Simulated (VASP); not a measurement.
# CaCuF3: structure and properties in VASP, part 6 of 6

Wanted: the relaxed cell of CaCuF3 and its properties. The cell is invented: it takes the structure of a Materials Project entry for KCaF3 (space group 221 there), with some of its atoms replaced by other elements, volume scaled by an estimate. It may not be a known or stable phase.

VASP 6.6.1, plane waves and PAW; the level of theory is named at each step.

So far. Step 15 (Volume scan with LAK, volume scale 1.06): The pressure falls from -2.33 to -3.21 GPa. The parabola predicted -3.49 GPa, -0.28 GPa off. Step 17 (Fit for LAK): The fitted volume lies +0.10 % from the relaxed one.

### Step 18. Bands along the symmetry lines (TB-mBJ)

This step: TB-mBJ; plane waves and PAW (Cu, Ca_sv, F); invented cell (VASP 6.6.1).

Levels along the symmetry lines show where the bands peak and cross; KPOINTS_OPT computes them in the converged potential. TB-mBJ is a local potential fitted to gaps: it costs far less than a hybrid but gives no energy.

INCAR

```
SYSTEM = CaCuF3
PREC = Accurate
ENCUT = 520
EDIFF = 1E-06
NELM = 150
ISMEAR = -1
SIGMA = 0.05
LREAL = .FALSE.
ALGO = Normal
METAGGA = MBJ
LASPH = .TRUE.
NBANDS = 36
LORBIT = 11
LWAVE = .FALSE.
LCHARG = .FALSE.
KPAR = 2
```

POSCAR

```
CaCuF3
1.0
    4.3479382084      0.0000000000      0.0000000000
    0.0000000000      4.3479382084      0.0000000000
    0.0000000000      0.0000000000      4.3479382084
Cu Ca F
1 1 3
Direct
    0.5000000000      0.5000000000      0.5000000000
    0.0000000000      0.0000000000      0.0000000000
    0.0000000000      0.5000000000      0.0000000000
    0.0000000000      0.0000000000      0.5000000000
    0.5000000000      0.0000000000      0.0000000000
```

KPOINTS

```
Automatic mesh
0
Gamma
5 5 5
0 0 0
```

KPOINTS_OPT

```
Line mode
16
Line-mode
Reciprocal
  0.00000000   0.00000000   0.00000000 GAMMA
  0.00000000   0.50000000   0.00000000 X

  0.00000000   0.50000000   0.00000000 X
  0.50000000   0.50000000   0.00000000 M

  0.50000000   0.50000000   0.00000000 M
  0.00000000   0.00000000   0.00000000 GAMMA

  0.00000000   0.00000000   0.00000000 GAMMA
  0.50000000   0.50000000   0.50000000 R

  0.50000000   0.50000000   0.50000000 R
  0.00000000   0.50000000   0.00000000 X

  0.50000000   0.50000000   0.00000000 M
  0.50000000   0.50000000   0.50000000 R
```

The projector-augmented-wave data sets are Cu, Ca_sv and F (PBE family, release 64).

The run is started by

```sh
mpirun -np 2 vasp_std
```

The log of the run:

```text
[... set-up lines as in an earlier step ...]
 entering main loop
       N       E                     dE             d eps       ncg     rms          rms(c)
DAV:   1     0.654668454783E+03    0.65467E+03   -0.19810E+04   736   0.131E+03
DAV:   2     0.213476040550E+03   -0.44119E+03   -0.40495E+03   768   0.357E+02
DAV:   3     0.164320332016E+03   -0.49156E+02   -0.47343E+02   868   0.129E+02
DAV:   4     0.161995141748E+03   -0.23252E+01   -0.22724E+01  1184   0.270E+01
DAV:   5     0.161943922841E+03   -0.51219E-01   -0.51116E-01   824   0.324E+00    0.261E+01
DAV:   6     0.147219490572E+03   -0.14724E+02   -0.37038E+02  1028   0.137E+02    0.249E+01
DAV:   7     0.166812290489E+03    0.19593E+02   -0.47070E+01   872   0.401E+01    0.121E+01
DAV:   8     0.168505091864E+03    0.16928E+01   -0.62835E+00   848   0.309E+01    0.503E+00
DAV:   9     0.168083180154E+03   -0.42191E+00   -0.54451E-01   832   0.493E+00    0.514E+00
DAV:  10     0.168045115419E+03   -0.38065E-01   -0.66332E-02   944   0.250E+00    0.556E+00
DAV:  11     0.165577005218E+03   -0.24681E+01   -0.19605E+00   964   0.125E+01    0.956E+00
DAV:  12     0.170708821544E+03    0.51318E+01   -0.19096E+01   960   0.413E+01    0.467E+00
DAV:  13     0.169384650666E+03   -0.13242E+01   -0.10703E+01   904   0.270E+01    0.468E+00
DAV:  14     0.171888356173E+03    0.25037E+01   -0.16259E+00   844   0.102E+01    0.124E+00
DAV:  15     0.171520378223E+03   -0.36798E+00   -0.45882E-01   840   0.529E+00    0.247E+00
DAV:  16     0.171825398241E+03    0.30502E+00   -0.77270E-02   840   0.213E+00    0.193E+00
DAV:  17     0.172412090884E+03    0.58669E+00   -0.83804E-02   732   0.189E+00    0.140E+00
DAV:  18     0.172947040769E+03    0.53495E+00   -0.39621E-02   900   0.169E+00    0.108E+00
DAV:  19     0.173353927675E+03    0.40689E+00   -0.19287E-02   988   0.126E+00    0.816E-01
DAV:  20     0.173735761798E+03    0.38183E+00   -0.14336E-02   852   0.109E+00    0.549E-01
DAV:  21     0.174121700189E+03    0.38594E+00   -0.16713E-02   816   0.999E-01    0.340E-01
DAV:  22     0.174363657931E+03    0.24196E+00   -0.76859E-03   952   0.642E-01    0.328E-01
DAV:  23     0.174392752557E+03    0.29095E-01   -0.34448E-03   824   0.455E-01    0.373E-01
DAV:  24     0.174421851157E+03    0.29099E-01   -0.58555E-04   928   0.197E-01    0.311E-01
DAV:  25     0.174602837758E+03    0.18099E+00   -0.50964E-03   732   0.551E-01    0.152E-01
DAV:  26     0.174676024744E+03    0.73187E-01   -0.19347E-03   908   0.321E-01    0.189E-01
DAV:  27     0.174765447401E+03    0.89423E-01   -0.56921E-04  1000   0.243E-01    0.110E-01
DAV:  28     0.174854535604E+03    0.89088E-01   -0.81177E-04   748   0.181E-01    0.748E-02
DAV:  29     0.174925095888E+03    0.70560E-01   -0.39474E-04   912   0.155E-01    0.469E-02
DAV:  30     0.174982472710E+03    0.57377E-01   -0.19219E-04   748   0.114E-01    0.228E-02
[...]
DAV:  54     0.175041377485E+03   -0.25247E-04   -0.34693E-10   360   0.167E-04    0.641E-05
DAV:  55     0.175041341855E+03   -0.35630E-04   -0.23886E-10   360   0.171E-04    0.338E-05
DAV:  56     0.175041317930E+03   -0.23925E-04   -0.15441E-10   360   0.101E-04    0.342E-05
DAV:  57     0.175041306768E+03   -0.11163E-04   -0.42848E-11   360   0.924E-05    0.251E-05
DAV:  58     0.175041291468E+03   -0.15300E-04   -0.44105E-11   360   0.517E-05    0.191E-05
DAV:  59     0.175041287255E+03   -0.42127E-05   -0.18795E-11   360   0.349E-05    0.189E-05
DAV:  60     0.175041275376E+03   -0.11879E-04   -0.19106E-11   360   0.417E-05    0.101E-05
DAV:  61     0.175041257012E+03   -0.18364E-04   -0.49166E-11   360   0.485E-05    0.149E-06
DAV:  62     0.175041249071E+03   -0.79405E-05   -0.22428E-11   360   0.402E-05    0.244E-06
DAV:  63     0.175041244069E+03   -0.50022E-05   -0.58555E-12   360   0.353E-05    0.236E-06
DAV:  64     0.175041240411E+03   -0.36580E-05    0.17155E-12   360   0.186E-05    0.249E-06
DAV:  65     0.175041241240E+03    0.82888E-06   -0.71886E-12   360   0.119E-05
   1 F= 0.17504124E+03 E0= 0.17504124E+03  d E =-.454058E-10
 Start KPOINTS_OPT (optional k-point list driver)
k-point batch [1-10\96]
       N       E                     dE             ncg
DAV:   1     0.248569249305E+04    0.27341E+03      720
DAV:   2    -0.217632401474E+04   -0.46620E+04      776
DAV:   3    -0.269519686478E+04   -0.51887E+03      872
DAV:   4    -0.271591835264E+04   -0.20721E+02     1160
DAV:   5    -0.271635075449E+04   -0.43240E+00      908
DAV:   6    -0.271636234312E+04   -0.11589E-01     1040
DAV:   7    -0.271636261233E+04   -0.26921E-03      920
DAV:   8    -0.271636261607E+04   -0.37396E-05      880
DAV:   9    -0.271636261613E+04   -0.57224E-07      588
[...]
k-point batch [91-96\96]
       N       E                     dE             ncg
DAV:   1     0.710912300654E+04   -0.74637E+04      432
DAV:   2     0.436300385152E+04   -0.27461E+04      504
DAV:   3     0.408354327852E+04   -0.27946E+03      496
DAV:   4     0.407103342201E+04   -0.12510E+02      664
DAV:   5     0.407080583960E+04   -0.22758E+00      560
DAV:   6     0.407080066013E+04   -0.51795E-02      572
DAV:   7     0.407080059127E+04   -0.68852E-04      568
DAV:   8     0.407080058881E+04   -0.24660E-05      472
DAV:   9     0.407080058875E+04   -0.53429E-07      324
```

Wall time 2 min (2 MPI ranks of AMD EPYC 7R43, shared host); peak memory 0.39 GiB; 4 min of CPU time.

Parts of OUTCAR (step 18):

```text
   NELECT =      42.0000    total number of electrons

 E-fermi :   5.8647

 k-point     1 :       0.0000    0.0000    0.0000
  band No.  band energies     occupation
    ...
     17       4.4788      2.00000
     18       4.4788      2.00000
     19       4.5179      2.00000
     20       4.5179      2.00000
     21       4.5179      2.00000
     22       6.9499      0.00000
     23      10.7260      0.00000
     24      10.7260      0.00000
     25      10.7260      0.00000
     26      11.5213      0.00000
    ...

  Total     -215.4514802   -215.4514802   -215.4514802     -0.0000000     -0.0000000      0.0000000
  in kB    -4199.6197964  -4199.6197964  -4199.6197964     -0.0000000     -0.0000000      0.0000000
  external PRESSURE =   -4199.6197964 kB  Pullay stress =       0.0000000 kB

  FREE ENERGIE OF THE ION-ELECTRON SYSTEM (eV)
  ---------------------------------------------------
  free  energy   TOTEN  =       175.0412412400 eV

  energy  without entropy=      175.0412412401  energy(sigma->0) =      175.04124124

[... 9 parts as in an earlier step ...]

[... 9 further parts left out ...]
```

This functional is a potential without an energy, so its energies, forces and stress mean nothing and are not read.

This step gave:

```yaml
scf_cycles: 65
bands: 36
fermi_energy: 5.865 eV
least_gap_on_mesh_and_path: 2.382 eV
least_direct_gap_on_mesh_and_path: 2.432 eV
valence_top_at_k: 0.5, 0.5, 0
```

The electronic bands at the labelled points (eV, zero at the valence-band top; v1 is the highest filled band, c1 the lowest empty one):

| point | v4 | v3 | v2 | v1 | c1 | c2 | c3 | c4 |
| --- | --- | --- | --- | --- | --- | --- | --- | --- |
| Γ | -0.09 | -0.05 | -0.05 | -0.05 | 2.38 | 6.16 | 6.16 | 6.16 |
| 0.47 of the way | -0.07 | -0.05 | -0.03 | -0.03 | 2.89 | 6.17 | 6.32 | 6.32 |
| X | -0.04 | -0.04 | -0.01 | -0.01 | 3.86 | 6.19 | 6.21 | 6.52 |
| 0.47 of the way | -0.04 | -0.03 | -0.02 | -0.01 | 4.10 | 6.40 | 6.59 | 6.70 |
| M | -0.04 | -0.02 | -0.02 | 0.00 | 4.47 | 6.68 | 6.68 | 7.43 |
| 0.53 of the way | -0.05 | -0.03 | -0.03 | -0.03 | 3.33 | 6.33 | 6.39 | 6.45 |
| Γ | -0.09 | -0.05 | -0.05 | -0.05 | 2.38 | 6.16 | 6.16 | 6.16 |
| 0.47 of the way | -0.05 | -0.04 | -0.02 | -0.02 | 3.69 | 6.51 | 6.53 | 6.53 |
| R | -0.07 | -0.07 | -0.01 | -0.01 | 4.54 | 6.89 | 6.89 | 6.89 |
| 0.53 of the way | -0.04 | -0.04 | -0.03 | -0.01 | 4.26 | 6.56 | 6.70 | 6.95 |
| X | -0.04 | -0.04 | -0.01 | -0.01 | 3.86 | 6.19 | 6.21 | 6.52 |
| jump to M | -0.04 | -0.02 | -0.02 | 0.00 | 4.47 | 6.68 | 6.68 | 7.43 |
| 0.53 of the way | -0.05 | -0.05 | -0.02 | -0.01 | 4.51 | 6.79 | 6.79 | 7.17 |
| R | -0.07 | -0.07 | -0.01 | -0.01 | 4.54 | 6.89 | 6.89 | 6.89 |

Of the projections kept (Cu, Ca, F), the largest for each band there; the rest of the weight can lie on other orbitals:

| point | v4 | v3 | v2 | v1 | c1 | c2 | c3 | c4 |
| --- | --- | --- | --- | --- | --- | --- | --- | --- |
| Γ | Cu 1.00 | Cu 1.00 | Cu 1.00 | Cu 1.00 | Cu 0.87 | Ca 0.99 | Ca 0.99 | Ca 0.99 |
| X | Cu 1.00 | Cu 1.00 | Cu 0.99 | Cu 0.99 | Cu 0.81 | Ca 1.00 | Ca 0.44 | Ca 0.93 |
| M | Cu 1.00 | Cu 0.99 | Cu 0.99 | Cu 1.00 | Cu 0.77 | Ca 0.95 | Ca 0.95 | Ca 0.95 |
| Γ | Cu 1.00 | Cu 1.00 | Cu 1.00 | Cu 1.00 | Cu 0.87 | Ca 0.99 | Ca 0.99 | Ca 0.99 |
| R | Cu 1.00 | Cu 1.00 | Cu 1.00 | Cu 1.00 | Cu 1.00 | Ca 0.83 | Ca 0.83 | Ca 0.83 |
| X | Cu 1.00 | Cu 1.00 | Cu 0.99 | Cu 0.99 | Cu 0.81 | Ca 1.00 | Ca 0.44 | Ca 0.93 |

The gap moves by +1.88 eV against LAK.

### Step 19. Bands along the symmetry lines (LAK), changed input

This step: LAK; plane waves and PAW (Cu, Ca_sv, F); invented cell (VASP 6.6.1).

Levels along the symmetry lines show where the bands peak and cross; KPOINTS_OPT computes them in the converged potential. Some settings are moved from the usual, to see what they do.

INCAR

```
SYSTEM = CaCuF3
PREC = Single
ENCUT = 520
EDIFF = 0.001
NELM = 100
ISMEAR = -1
SIGMA = 0.05
LREAL = .FALSE.
ALGO = Normal
METAGGA = LAK
LASPH = .TRUE.
NBANDS = 36
LORBIT = 11
LWAVE = .FALSE.
LCHARG = .FALSE.
KPAR = 2
```

POSCAR is that of step 18.

KPOINTS is that of step 18.

KPOINTS_OPT is that of step 18.

The run is started by

```sh
mpirun -np 2 vasp_std
```

The log of the run:

```text
[... set-up lines as in an earlier step ...]
 entering main loop
       N       E                     dE             d eps       ncg     rms          rms(c)
DAV:   1     0.483757905668E+03    0.48376E+03   -0.19960E+04   736   0.132E+03
DAV:   2     0.281819198659E+02   -0.45558E+03   -0.41729E+03   776   0.365E+02
DAV:   3    -0.211395096557E+02   -0.49321E+02   -0.47702E+02   844   0.132E+02
DAV:   4    -0.232158516485E+02   -0.20763E+01   -0.20365E+01  1212   0.255E+01
DAV:   5    -0.232665755680E+02   -0.50724E-01   -0.50675E-01   864   0.318E+00    0.192E+01
DAV:   6    -0.125887076875E+02    0.10678E+02   -0.14012E+02  1048   0.848E+01    0.181E+01
DAV:   7    -0.476415116849E+01    0.78246E+01   -0.17539E+01   860   0.329E+01    0.886E+00
DAV:   8    -0.364545888729E+01    0.11187E+01   -0.87507E+00   880   0.789E+01    0.169E+00
DAV:   9    -0.369066109269E+01   -0.45202E-01   -0.11008E+00   924   0.630E+00    0.137E+00
DAV:  10    -0.365653884830E+01    0.34122E-01   -0.94310E-02  1020   0.288E+00    0.617E-01
DAV:  11    -0.365030444202E+01    0.62344E-02   -0.31740E-02  1004   0.149E+00    0.373E-01
DAV:  12    -0.364810646634E+01    0.21980E-02   -0.12787E-02   768   0.119E+00    0.974E-02
DAV:  13    -0.364836215640E+01   -0.25569E-03   -0.13920E-03   668   0.361E-01
   1 F= -.36483622E+01 E0= -.36478106E+01  d E =-.110305E-02
 Start KPOINTS_OPT (optional k-point list driver)
k-point batch [1-10\96]
       N       E                     dE             ncg
DAV:   1     0.985631776354E+03   -0.12266E+04      720
DAV:   2    -0.347478004532E+04   -0.44604E+04      800
DAV:   3    -0.397822517564E+04   -0.50345E+03      852
DAV:   4    -0.399699284330E+04   -0.18768E+02     1024
DAV:   5    -0.399755673464E+04   -0.56389E+00     1008
DAV:   6    -0.399757053417E+04   -0.13800E-01      912
DAV:   7    -0.399757099725E+04   -0.46308E-03      584
[...]
k-point batch [91-96\96]
       N       E                     dE             ncg
DAV:   1     0.620831490640E+04   -0.83645E+04      432
DAV:   2     0.359482694600E+04   -0.26135E+04      492
DAV:   3     0.330808196249E+04   -0.28674E+03      496
DAV:   4     0.329698022354E+04   -0.11102E+02      604
DAV:   5     0.329675025773E+04   -0.22997E+00      584
DAV:   6     0.329674447440E+04   -0.57833E-02      552
DAV:   7     0.329674439421E+04   -0.80190E-04      308
```

Run time: 2.7 min. Hardware: 2 MPI ranks; peak memory 0.28 GiB; 5.3 min of CPU time.

Parts of OUTCAR (step 19):

```text
   NELECT =      42.0000    total number of electrons

 E-fermi :  -0.0072

 k-point     1 :       0.0000    0.0000    0.0000
  band No.  band energies     occupation
    ...
     17      -0.5710      1.99997
     18      -0.5710      1.99997
     19      -0.4865      1.99986
     20      -0.4865      1.99986
     21      -0.4865      1.99986
     22       0.0976      0.21892
     23       7.9578      0.00000
     24       7.9578      0.00000
     25       7.9578      0.00000
     26       8.6607      0.00000
    ...

  Total       -0.4892712     -0.4892712     -0.4892712     -0.0000000      0.0000000      0.0000000
  in kB       -9.5369636     -9.5369636     -9.5369636     -0.0000000      0.0000000      0.0000000
  external PRESSURE =      -9.5369636 kB  Pullay stress =       0.0000000 kB

  FREE ENERGIE OF THE ION-ELECTRON SYSTEM (eV)
  ---------------------------------------------------
  free  energy   TOTEN  =        -3.6483621564 eV

  energy  without entropy=       -3.6472591090  energy(sigma->0) =       -3.64781063

[... 8 parts as in an earlier step ...]

[... 10 further parts left out ...]
```

The run converged; its settings lie outside those of the reference runs, so its numbers are set aside.

Against the sound run on this cell (bands along the symmetry lines (LAK)) the energy at zero smearing moves by -5.1 meV an atom and the pressure by -0.99 GPa.

Settings moved from the usual: PREC = Single and EDIFF = 0.001.

PREC = Single changes the FFT grids.

### Step 20. Results

```json
{"relaxed volume": "16.44 Å³/atom", "relaxed conventional cell a, b, c": "4.348, 4.348, 4.348 Å", "space group after relaxing, within 0.02 Å": "Pm-3m (No. 221)", "band gap": "0.502 eV, indirect (least direct gap of that run 0.605 eV)", "gap among the points of the DOS mesh alone, an upper bound": "0.498 eV", "largest field gradient Vzz": "-35.53 V/Å² on F3", "band gap (TB-mBJ)": "2.38 eV, indirect (least direct gap of that run 2.43 eV)"}
```

With LAK, CaCuF3 relaxes to 16.44 Å³/atom in space group Pm-3m (held by the symmetry of the run) and has an indirect gap of 0.502 eV. Bands along the symmetry lines (LAK): On this path the gap is indirect, 0.50 eV, with the valence top at X and the conduction bottom at Γ. The least direct gap is 0.60 eV. Bands along the symmetry lines (TB-mBJ): On this path the gap is indirect, 2.38 eV, with the valence top at M and the conduction bottom at Γ. The least direct gap is 2.43 eV. The other levels ran on the cell relaxed with LAK, and without spin-orbit coupling unless named. Semilocal functionals usually underestimate gaps. No search among competing phases was made. All values are for a static lattice at zero temperature.

[Lines on the potential files, build, host, timing and source positions are cut from VASP's logs without a mark.]

[Logs are printed without paths, hosts, clocks, repeated set-up lines and the standing remarks that a program may print on its own settings, such as how far it seeks lower states.]

[Hosts, paths, dates, database ids (printed as entryN), source tags and the programs' standing remarks are cut or masked in the printed files.]

[A measured line is paired with the nearest computed mode of its activity, which favours agreement.]
